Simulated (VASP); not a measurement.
Energy against volume of ZnSe (zinc blende). These are optB88-vdW, VASP's PBE PAW potentials (set 64) (plane waves; VASP) values and carry that method's errors. Run with 520 eV cut-off, 8×8×8 Γ-centred mesh, Gaussian smearing of 0.050 eV, potentials Zn Se.

```csv
V (Å³/atom),E (eV/atom)
22.758,-0.60170
23.462,-0.60595
24.166,-0.60243
24.870,-0.59237
```

Fit these four points and predict the energy of the run at 22.055 Å³/atom.

A cubic in V^(−2/3), the third-order Birch-Murnaghan form, passes through the four points with V0 = 23.47 Å³/atom and B0 = 59 GPa, and gives -0.5882 eV/atom there. The run gave -0.5883 eV/atom, -0.1 meV/atom from the fit; all five points give B0 = 58 GPa.

The compound is ZnSe in the zinc blende structure. It was relaxed first.
